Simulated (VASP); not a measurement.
Given:

```yaml
crystal:
  lattice:
    - [8.84450, -1.83171, -0.00863]
    - [8.84450, 1.83171, -0.00863]
    - [8.46823, 0.00000, 3.14158]
  atoms:
    - { symbol: Sm, position: [0.00000, 0.00000, 0.00000] }
    - { symbol: Sm, position: [0.22211, 0.22211, 0.22211] }
    - { symbol: Sm, position: [0.77789, 0.77789, 0.77789] }
```

These are PBE GGA, VASP's PBE PAW potentials (set 64) (plane waves; VASP) values and carry that method's errors. Numerical set-up: 400 eV cut-off, Gaussian smearing of 0.050 eV, potentials Sm_3.

The 4f electrons are frozen in the core of the lanthanide potential, so 4f levels, which can set the real gap, and their magnetism are missing.

Task: Give the energies of bands 13 to 19 at the high-symmetry points, in eV from the Fermi level.

Result: 
```tsv
band	Γ	T	H2	L	S0	F
13	-4.36	-3.61	-0.93	-2.02	-0.92	-2.02
14	-2.31	-3.61	-0.60	-1.57	-0.60	-1.60
15	-2.30	-2.04	-0.57	-1.44	-0.58	-1.52
16	0.82	1.10	-0.45	-0.73	-0.43	-0.97
17	0.86	1.13	-0.34	-0.66	-0.36	0.10
18	1.38	1.39	-0.23	0.76	-0.21	0.42
19	1.39	1.39	0.73	1.10	0.76	1.35
```

It has no gap at this level: it comes out as a metal or semimetal.

The compound is Sm in the sg166 structure. It was relaxed first.
